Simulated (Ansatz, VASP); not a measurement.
**Pt: VASP beside Ansatz**

Wanted: the spread between two codes on one cell, functional and k mesh. The cell is taken from a series of runs on this material, whose earlier steps may have relaxed, scaled, displaced or heated it; both programs get it as it stands.

Method: plane waves, with VASP 6.6.1 beside it; PBE, in Ansatz 0.2.0.

## (1) The structure

The cell holds 5 atoms: 5 Pt. Cell: a = 2.773 Å, b = 2.773 Å, c = 23.057 Å, α = 90.0°, β = 90.0°, γ = 60.0°. It derives from Pt. Vacuum lies along c.

As a file:

```xyz
5
Lattice="2.7731 0.0000 0.0000 1.3866 2.4016 0.0000 0.0000 0.0000 23.0570" Properties=species:S:1:pos:R:3
Pt    0.0000    0.0000   16.1418
Pt    2.7731    1.6011   13.7928
Pt    1.3866    0.8005   11.5285
Pt    0.0000    0.0000    9.2643
Pt    2.7731    1.6011    6.9152
```

## (2) VASP: single point, PBE

With cell and atoms fixed, the geometry can't cause a difference; cores, projectors, grids and the points listed under the comparison can.

Lines of VASP's logs that name or quote its potential files are left out, and so is its time.

Input file INCAR:

```
SYSTEM = Pt
PREC = Accurate
ENCUT = 400
EDIFF = 1E-06
NELM = 120
ISMEAR = -1
SIGMA = 0.05
LREAL = .FALSE.
ALGO = Normal
GGA = PE
NBANDS = 31
LASPH = .TRUE.
LORBIT = 11
LWAVE = .FALSE.
LCHARG = .FALSE.
ISIF = 2
GGA_COMPAT = .FALSE.
KPAR = 2
```

Input file POSCAR:

```
Pt
1.0
    2.7731313745      0.0000000000      0.0000000000
    1.3865656872      2.4016022183      0.0000000000
    0.0000000000      0.0000000000     23.0570091428
Pt
5
Direct
    0.0000000001      0.0000000001      0.7000810542
    0.6666666667      0.6666666667      0.5982023410
    0.3333333334      0.3333333334      0.5000000000
    0.0000000001      0.0000000001      0.4017976590
    0.6666666667      0.6666666667      0.2999189458
```

Input file KPOINTS:

```
Automatic mesh
0
Gamma
18 18 1
0 0 0
```

The projector-augmented-wave data sets are Pt (PBE family, release 64).

Command:

```console
$ mpirun -np 2 vasp_std
```

Numbers of over 12 decimals in the logs are rounded to 6 here.

The log of the run:

```text
[banner, memory and clock lines left out]
running    2 mpi-ranks, on    1 nodes
 distrk:  each k-point on    1 cores,    2 groups
 distr:  one band on    1 cores,    1 groups

 POSCAR found type information on POSCAR Pt
 POSCAR found :  1 types and       5 ions
 LDA part: xc-table for (Slater+PW92), standard interpolation
 POSCAR, INCAR and KPOINTS ok, starting setup
 FFT: planning ... GRIDC
 FFT: planning ... GRID_SOFT
 FFT: planning ... GRID
 WAVECAR not read
 entering main loop
       N       E                     dE             d eps       ncg     rms          rms(c)
DAV:   1     0.289466293578E+03    0.28947E+03   -0.20827E+04  2294   0.117E+03
DAV:   2    -0.167851559242E+02   -0.30625E+03   -0.28593E+03  2809   0.268E+02
DAV:   3    -0.308536986697E+02   -0.14069E+02   -0.13200E+02  2909   0.517E+01
DAV:   4    -0.312679564784E+02   -0.41426E+00   -0.41169E+00  2727   0.946E+00
DAV:   5    -0.312791637655E+02   -0.11207E-01   -0.11204E-01  2878   0.152E+00    0.245E+01
DAV:   6    -0.314297307894E+02   -0.15057E+00   -0.14034E+01  2566   0.247E+01    0.223E+01
DAV:   7    -0.341279515312E+02   -0.26982E+01   -0.24775E+01  2678   0.435E+01    0.202E+01
DAV:   8    -0.307233193957E+02    0.34046E+01   -0.10627E+01  2548   0.213E+01    0.976E+00
DAV:   9    -0.298783139642E+02    0.84501E+00   -0.91203E+00  2563   0.237E+01    0.892E+00
DAV:  10    -0.294958044448E+02    0.38251E+00   -0.24953E+00  2673   0.107E+01    0.473E+00
DAV:  11    -0.293563968852E+02    0.13941E+00   -0.13132E+00  2683   0.761E+00    0.223E+00
DAV:  12    -0.293383425393E+02    0.18054E-01   -0.36582E-02  2446   0.124E+00    0.152E+00
DAV:  13    -0.293235716656E+02    0.14771E-01   -0.16458E-02  2748   0.895E-01    0.705E-01
DAV:  14    -0.293175145044E+02    0.60572E-02   -0.22814E-02  2572   0.104E+00    0.179E-01
[...]
DAV:  19    -0.293174400732E+02   -0.35372E-05   -0.10994E-06  1665   0.709E-03    0.431E-03
DAV:  20    -0.293174514235E+02   -0.11350E-04   -0.35304E-06  1912   0.892E-03    0.409E-03
DAV:  21    -0.293174586299E+02   -0.72064E-05   -0.78139E-07  1584   0.548E-03    0.321E-03
DAV:  22    -0.293174695603E+02   -0.10930E-04   -0.11414E-06  1592   0.475E-03    0.207E-03
DAV:  23    -0.293174747420E+02   -0.51818E-05   -0.13310E-07  1427   0.182E-03    0.605E-04
DAV:  24    -0.293174800744E+02   -0.53324E-05   -0.12726E-07  1394   0.139E-03    0.990E-04
DAV:  25    -0.293174814730E+02   -0.13986E-05   -0.41160E-08  1350   0.930E-04    0.474E-04
DAV:  26    -0.293174818223E+02   -0.34932E-06   -0.12622E-08  1266   0.515E-04
   1 F= -.29317482E+02 E0= -.29272188E+02  d E =-.905884E-01
```

OUTCAR, selected parts (step 2):

```text
ion  position               nearest neighbor table
   1  0.000  0.000  0.700-   2 2.84   2 2.84   2 2.84
   2  0.667  0.667  0.598-   3 2.77   3 2.77   3 2.77   1 2.84   1 2.84   1 2.84
   3  0.333  0.333  0.500-   4 2.77   2 2.77   2 2.77   4 2.77   2 2.77   4 2.77
   4  0.000  0.000  0.402-   3 2.77   3 2.77   3 2.77   5 2.84   5 2.84   5 2.84
   5  0.667  0.667  0.300-   4 2.84   4 2.84   4 2.84

  LATTYP: Found a hexagonal cell.
 ALAT       =     2.7731313744
 C/A-ratio  =     8.3144308832

 Subroutine GETGRP returns: Found 12 space group operations
 (whereof  6 operations were pure point group operations)

The static configuration has the point symmetry C_3v.
 The point group associated with its full space group is D_3d.

 Found     37 irreducible k-points:

   k-points           NKPTS =     37   k-points in BZ     NKDIM =     37   number of bands    NBANDS=     31

   dimension x,y,z NGX =    18 NGY =   18 NGZ =  150
   dimension x,y,z NGXF=    36 NGYF=   36 NGZF=  300

   ENCUT  =  400.0 eV  29.40 Ry    5.42 a.u.   4.52  4.52 37.60*2*pi/ulx,y,z

   NELECT =      50.0000    total number of electrons

 k-points in reciprocal lattice and weights: Automatic mesh
   0.00000000  0.00000000  0.00000000       0.003
   0.05555556  0.00000000  0.00000000       0.019
   0.11111111  0.00000000  0.00000000       0.019
   0.16666667  0.00000000  0.00000000       0.019
   0.22222222  0.00000000  0.00000000       0.019
   0.27777778  0.00000000  0.00000000       0.019
   0.33333333  0.00000000  0.00000000       0.019
   0.38888889 -0.00000000  0.00000000       0.019
   0.44444444  0.00000000  0.00000000       0.019
[...]
-0.38888889  0.27777778  0.00000000       0.037
  -0.33333333  0.33333333  0.00000000       0.006

 average (electrostatic) potential at core
       1 -71.0395       2 -71.5295       3 -71.6409       4 -71.5295       5 -71.0395

 E-fermi :   2.5575

 k-point     1 :       0.0000    0.0000    0.0000
  band No.  band energies     occupation
    ...
     26       2.2487      1.99585
     27       2.2487      1.99585
     28       2.3727      1.95155
     29       2.5470      1.10452
     30       2.5470      1.10452
     31       3.0352      0.00014

 k-point     2 :       0.0556    0.0000    0.0000
  band No.  band energies     occupation
    ...
     25       1.7072      2.00000
     26       1.8180      2.00000
     27       2.1278      1.99963
     28       2.2465      1.99603
     29       2.5520      1.05439
     30       2.9927      0.00033
     31       3.7273      0.00000

 k-point     3 :       0.1111    0.0000    0.0000
  band No.  band energies     occupation
    ...
     25       1.5288      2.00000
     26       1.6949      2.00000
     27       2.2389      1.99659
     28       2.4104      1.89977
     29       2.5658      0.91671
     30       3.6999      0.00000
     31       4.7075      0.00000

  Total       -1.5565891     -1.5565891      1.0457310      0.0000000      0.0000000      0.0000000
  in kB      -16.2408989    -16.2408989     10.9107872      0.0000000      0.0000000      0.0000000
  external PRESSURE =      -7.1903368 kB  Pullay stress =       0.0000000 kB

  energy-cutoff  :      400.00
  volume of cell :      153.56
      direct lattice vectors                 reciprocal lattice vectors
     2.773131375  0.000000000  0.000000000     0.360603183 -0.208194345  0.000000000
     1.386565687  2.401602218  0.000000000     0.000000000  0.416388689  0.000000000
     0.000000000  0.000000000 23.057009143     0.000000000  0.000000000  0.043370760

 POSITION                                       TOTAL-FORCE (eV/Angst)
 -----------------------------------------------------------------------------------
      0.00000      0.00000     16.14178        -0.000000     -0.000000     -0.024582
      2.77313      1.60107     13.79276        -0.000000      0.000000      0.294701
      1.38657      0.80053     11.52850         0.000000      0.000000     -0.000000
      0.00000      0.00000      9.26425         0.000000     -0.000000     -0.294701
      2.77313      1.60107      6.91523         0.000000      0.000000      0.024582
 -----------------------------------------------------------------------------------
    total drift:                               -0.000000     -0.000000     -0.000000

  FREE ENERGIE OF THE ION-ELECTRON SYSTEM (eV)
  ---------------------------------------------------
  free  energy   TOTEN  =       -29.3174818223 eV

  energy  without entropy=      -29.2268933856  energy(sigma->0) =      -29.27218760

 total charge
# of ion       s       p       d       tot
------------------------------------------
    1        0.632   0.450   8.001   9.082
    2        0.622   0.582   8.031   9.235
    3        0.638   0.611   8.037   9.285
    4        0.622   0.582   8.031   9.235
    5        0.632   0.450   8.001   9.082
--------------------------------------------------
tot          3.146   2.673  40.101  45.920

[... 3 further parts left out ...]
```

## (3) Ansatz: single point, PBE

Ansatz runs on PAW files that the input asks for by source.

The same cell, functional, mesh and smearing now go to Ansatz, which takes its cutoff from its data sets.

Input file input.yaml:

```yaml
crystal:
  lattice:
    - [2.7731313745, 0.0, 0.0]
    - [1.3865656872, 2.4016022183, 0.0]
    - [0.0, 0.0, 23.0570091428]
  atoms:
    - { symbol: Pt_h, position: [0.0, 0.0, 0.7000810542] }
    - { symbol: Pt_h, position: [0.6666666667, 0.6666666667, 0.598202341] }
    - { symbol: Pt_h, position: [0.3333333333, 0.3333333333, 0.5] }
    - { symbol: Pt, position: [0.0, 0.0, 0.401797659] }
    - { symbol: Pt, position: [0.6666666667, 0.6666666667, 0.2999189458] }
kpoints:
  mp_grid: { grid: [18, 18, 1] }
scf:
  occupations: { method: fermi_dirac, width: 0.05 }
  n_extra_bands: 8
hamiltonian:
  xc: pbe
  pseudopotentials: { kind: paw, source: ansatz }
output:
  forces: true
  write_potential: true
  volumetric_format: []
  efg: { contact_densities: true }
  core_levels:
    shells: { Pt_h: "4f" }
    counted_from: fermi_level
    add_spin: always
```

Command:

```console
$ ansatz run input.yaml --threads 4 --pin off --max-ram 16384MiB --backend cpu --events-out ev --progress --plain --runs-dir out
```

The log of the run:

```text
scf.n_extra_bands = 8 over 45 filled bands (N_el = 90.0): the run solves 53 bands
Pt: output.efg is read without spin–orbit coupling, which moves field gradients at and beside such atoms by some per cent and up to a factor of two; PAW files take it under magnetization.noncollinear and magnetization.spin_orbit
Engine: ansatz 0.2.0, aarch64-unknown-linux-gnu
Pseudopotentials: kind: paw
Pseudopotential: Pt, paw, valence charge 18, recommended cutoff 570 eV (normal), Pt.paw.azcp
Functional definition: PBE
  parameter kappa = 0.804
  parameter beta = 0.066725
  exchange = pbe_x(kappa = kappa, mu = beta*pi^2/3)
  correlation = pbe_c(beta = beta)
Crystal: 5 atoms, lattice volume = 153.559 Å³
Basis set: ecut = 570 eV, 4841 PW (Γ), exchange–correlation on 48×48×360 points (8 copies of the dense FFT grid, shifted against one another)
Bands: 53, of which v1, the nominal top of the filled ones, is band 45 counted from 1 (44 counted from 0)
Symmetry: 6 space group operations
Space group: P3m1 (ITA 156), of the structure as read, at distance tolerance 5.4e-5 Å
k-points: 37 of 324 (time reversal used)
Non-local potential: Pt, projectors of the file, l = 0: 2, l = 1: 2, l = 2: 2, l = 3: 2
PAW form: soft (Blöchl's): semilocal exchange-correlation on the pseudo side does not see the compensation charge
PAW one-centre angular grid: Pt, 590 points (default); XC on 64 Gauss nodes
Initial density: superposition of atomic densities (neutral atoms: chi_scale 0, normalization atom)
Initial wavefunctions: pseudopotential atomic-orbital guess
Functional: x = pbe(κ = 0.804, μ = 0.219515), c = pbe(β = 0.066725)
SCF iter   1: F=—  HF=-62760.963954 eV  |F-HF|=—  |Δ(HF+E_count)|=         —  Δρ=6.55e-2  dr2=9.71e0  ethr=3.10e-3  ⟨swp⟩=8.4  Hψ=7488  notcnv=0  defer=2
preconditioner: auto → LDOS  [metal: Δε(μ)=0.008 eV  Ē_g=6.882 eV  σ=0.050 eV  W_gap=0.04  n_scr=18 (ndim 8)  ℏωp=21.2 eV  f_vac=0.455  D(μ)=10.33/eV (n_scr^D=126)  β→1.0]
SCF iter   2: F=—  HF=-62759.231986 eV  |F-HF|=—  |Δ(HF+E_count)|=    1.73e0  Δρ=2.17e-2  dr2=1.73e0  ethr=3.10e-3  ⟨swp⟩=2.6  Hψ=4015  notcnv=0  defer=45
SCF iter   3: F=—  HF=-62759.253262 eV  |F-HF|=—  |Δ(HF+E_count)|=   2.13e-2  Δρ=1.17e-2  dr2=4.73e-1  ethr=1.93e-3  ⟨swp⟩=2.9  Hψ=3126  notcnv=0  defer=47
SCF iter   4: F=—  HF=-62759.214092 eV  |F-HF|=—  |Δ(HF+E_count)|=   3.92e-2  Δρ=3.37e-3  dr2=5.38e-2  ethr=5.25e-4  ⟨swp⟩=3.0  Hψ=3247  notcnv=0  defer=50
SCF iter   5: F=—  HF=-62759.210460 eV  |F-HF|=—  |Δ(HF+E_count)|=   3.63e-3  Δρ=1.10e-3  dr2=8.15e-3  ethr=5.98e-5  ⟨swp⟩=2.5  Hψ=2986  notcnv=0  defer=50
SCF iter   6: F=—  HF=-62759.210210 eV  |F-HF|=—  |Δ(HF+E_count)|=   2.51e-4  Δρ=3.38e-4  dr2=2.53e-4  ethr=9.06e-6  ⟨swp⟩=1.9  Hψ=2552  notcnv=0  defer=50
SCF iter   7: F=—  HF=-62759.210313 eV  |F-HF|=—  |Δ(HF+E_count)|=   1.03e-4  Δρ=9.18e-5  dr2=1.06e-5  ethr=2.81e-7  ⟨swp⟩=2.1  Hψ=2897  notcnv=0  defer=50
SCF iter   8: F=—  HF=-62759.209903 eV  |F-HF|=—  |Δ(HF+E_count)|=   4.09e-4  Δρ=2.83e-5  dr2=2.89e-6  ethr=1.17e-8  ⟨swp⟩=2.5  Hψ=3411  notcnv=0  defer=50
SCF iter   9: F=—  HF=-62759.209904 eV  |F-HF|=—  |Δ(HF+E_count)|=   3.41e-7  Δρ=1.45e-5  dr2=6.67e-7  ethr=3.21e-9  ⟨swp⟩=1.7  Hψ=2312  notcnv=0  defer=50
SCF iter  10: F=—  HF=-62759.209904 eV  |F-HF|=—  |Δ(HF+E_count)|=   1.95e-8  Δρ=7.15e-6  dr2=2.02e-7  ethr=7.41e-10  ⟨swp⟩=1.5  Hψ=2186  notcnv=0  defer=50
SCF iter  11: F=-62759.209904 eV  HF=-62759.209904 eV  |F-HF|=6.80e-9  |Δ(HF+E_count)|=   6.08e-9  Δρ=2.03e-6  dr2=9.36e-9  ethr=1.11e-10  ⟨swp⟩=19.1  Hψ=17699  notcnv=0
SCF 1 converged in 11 iterations: F = -62759.209904 eV  dr2 = 9.36e-9
  greatest PAW one-centre occupation: 0.995 electrons in one spin orbital (limit 2), on the Pt atom at site 2 (counted from 0), in its partial waves of l = 0
WARN: The output density's exchange-correlation potential varies sharply where the density is thin. Do not read a vacuum level from v_tot or v_xc, or from such a field of the output density. On a cell that repeats whose density bears no net charge and no dipole along the vacuum's axis use v_es (v_loc + v_h of the components); under efield.dipole_correction with no amplitude use v_es + v_field, which holds any externa [...]
── core hole 1/3: 4f of Pt_h 0 ──
── 4f of Pt_h 0: 71.215 eV over the cell without the hole, in 16 iterations ──
── core hole 2/3: 4f of Pt_h 1 ──
── 4f of Pt_h 1: 71.589 eV over the cell without the hole, in 16 iterations ──
── core hole 3/3: 4f of Pt_h 2 ──
── 4f of Pt_h 2: 71.769 eV over the cell without the hole, in 15 iterations ──
SCF converged after 11 iterations
Free energy (F): -62759.209904 eV
Harris-Foulkes:  -62759.209904 eV  (|F-HF|=6.80e-9)
Internal energy: -62759.120009 eV  (E = F + TS)
E sigma→0 (E₀):  -62759.164956 eV
Entropy (-TS):   -0.089895 eV (-17.979 meV/atom)
Fermi energy:    8.564328 eV
--- Per-component energies (eV) ---
  E_band       = -1947.900315
  E_kinetic    = 3817.008707
  E_local      = -119623.888965  (includes V_loc(G=0)·N_el)
  E_nonlocal   = 3202.121658
  E_hartree    = 56741.601910
  E_xc         = -1826.685170
  E_vxc        = -1663.029717  (∫ρ·V_xc dr)
  E_paw        = -46835.335348  (= ΣΔE_a)
  E_vpaw       = -1163.328631  (= ΣTr[D̂ρ^β])
  E_aug_tail   = -0.001565  (compensation charges beyond the density's cutoff)
  E_ewald      = 41766.058763
  E_smearing   = -0.089895  (= −TS)
  E_closure    = -0.000000  (closes the sum)
  Σ components = -62759.209904   (vs F -62759.209904, Δ=0.00e0)
--- Forces (eV/Å), atoms counted from 1 ---
  atom   1  Pt_h     0.00000000     0.00000000    -0.00223608
  atom   2  Pt_h    -0.00000000    -0.00000000     0.29565513
  atom   3  Pt_h     0.00000000     0.00000000    -0.00000008
  atom   4  Pt       0.00000000     0.00000000    -0.29565513
  atom   5  Pt       0.00000000     0.00000000     0.00223611
  max |Σ_I F_I| component: 4.84e-8 eV/Å
--- PAW observables at the nuclei: V_zz in 10²¹ V/m², potentials from the cell's mean, atoms counted from 1 ---
  atom   1  Pt_h V_zz =    -0.831224   η = 0.0000   by run symmetry: allowed
            electrostatic potential = -16196.618438 V   contact ρ = 14400213.905255 e/Å³
  atom   2  Pt_h V_zz =    -2.077990   η = 0.0000   by run symmetry: allowed
            electrostatic potential = -16196.222479 V   contact ρ = 14400166.298877 e/Å³
  atom   3  Pt_h V_zz =    -0.731871   η = 0.0000   by run symmetry: allowed
            electrostatic potential = -16196.135242 V   contact ρ = 14400187.291768 e/Å³
  atom   4  Pt   V_zz =    -2.077988   η = 0.0000   by run symmetry: allowed
            electrostatic potential = -16196.222470 V   contact ρ = 14400166.298887 e/Å³
  atom   5  Pt   V_zz =    -0.831228   η = 0.0000   by run symmetry: allowed
            electrostatic potential = -16196.618428 V   contact ρ = 14400213.905257 e/Å³
--- Band table (eV; the first three rows and the last of 37) ---
  k-point 0: bands = [... 41 lower, 7.1909, 7.1909, 7.7131, 7.7131, 8.2507, 8.2507, 8.3642, 8.5523, ... 4 higher]
  k-point 1: bands = [... 41 lower, 7.2104, 7.2323, 7.6523, 7.7082, 7.8160, 8.1283, 8.2485, 8.5574, ... 4 higher]
  k-point 2: bands = [... 41 lower, 7.1070, 7.2117, 7.2139, 7.5272, 7.6959, 8.2410, 8.4117, 8.5714, ... 4 higher]
  k-point 36: bands = [... 41 lower, 7.9885, 8.2495, 8.3349, 8.3349, 13.3246, 13.3246, 13.4178, 14.1029, ... 4 higher]
--- Core levels from the Fermi level (as output.core_levels.counted_from types it; a hole's nearest image at 2.8 Å) ---
  the holes have spin, as output.core_levels.add_spin types it
  atom         alike  shell      binding/eV   shift/eV difference/eV images/eV   SCF
  Pt_h 0           1     4f          71.215     +0.000        71.215         –    16
  Pt_h 1           1     4f          71.589     +0.373        71.589         –    16
  Pt_h 2           1     4f          71.769     +0.553        71.769         –    15
  the dataset of Pt_h with a 4f hole: scattering error 0.002 eV; free atom: Dirac core, large and small components
  the two lines of Pt_h's 4f: 4f5/2 +1.890 eV and 4f7/2 -1.418 eV off its levels, 3 : 4 in strength
```

## (4) Comparison

Known differences besides the potentials themselves: the data sets hold 90 valence electrons in Ansatz (on PAW files that the input asks for by source) and 50 in VASP; the cutoff is 570 eV in Ansatz and 400 eV in VASP. Total energies have different zeros and are not compared.

Forces (eV/Å; atoms numbered as in POSCAR):

```
atom        Ansatz x, y, z          VASP x, y, z
 Pt1  0.000, 0.000, -0.002  0.000, 0.000, -0.025
 Pt2   0.000, 0.000, 0.296   0.000, 0.000, 0.295
 Pt3   0.000, 0.000, 0.000   0.000, 0.000, 0.000
 Pt4  0.000, 0.000, -0.296  0.000, 0.000, -0.295
 Pt5   0.000, 0.000, 0.002   0.000, 0.000, 0.025
```

The forces differ by 8.2 meV/Å r.m.s., which is 7.6 % of the r.m.s. force of 0.108 eV/Å (both taken over all components). Where the cell holds vacuum, a pressure given here is an average over it and none of the material.

## (5) Results

| Item | Value |
| --- | --- |
| r.m.s. force difference (single point, PBE) | 8.2 meV/Å |

In words: The r.m.s. force difference is 8.2 meV/Å (single point, PBE), within the 12 meV/Å picked in this series as the mark of a large difference. The data sets hold unlike numbers of valence electrons (90 in Ansatz and 50 in VASP), so part of the differences may come from the potentials. How closely two codes agree says nothing of how well the functional describes the real material.

[Lines on the potential files, build, host, timing and source positions are cut from VASP's logs without a mark.]

[Logs are printed without paths, hosts, clocks, repeated set-up lines and the standing remarks that a program may print on its own settings, such as how far it seeks lower states.]

[Hosts, paths, dates, database ids (printed as entryN), source tags and the programs' standing remarks are cut or masked in the printed files.]
